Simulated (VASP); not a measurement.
Consider the following.

```
AgCl
1.0
    0.00000     2.78275     2.78275
    2.78275     0.00000     2.78275
    2.78275     2.78275     0.00000
Ag Cl
1 1
Direct
  0.00000   0.00000   0.00000
  0.50000   0.50000   0.50000
```

The numbers are results of PBE GGA with D4 dispersion, VASP's PBE PAW potentials (set 64) (plane waves; VASP), not measurements. Run with 520 eV cut-off, 8×8×8 Γ-centred mesh, Gaussian smearing of 0.050 eV, potentials Ag Cl.

Question: Give the stress tensor in GPa (positive for a compressed cell).

Answer: 
```
-1.37   0.00   0.00
 0.00  -1.37   0.00
 0.00   0.00  -1.37
```
The pressure is its mean diagonal, -1.37 GPa.

The compound is AgCl in the rock salt structure. This cell is one point of a volume scan, at 1.03 of the reference volume.
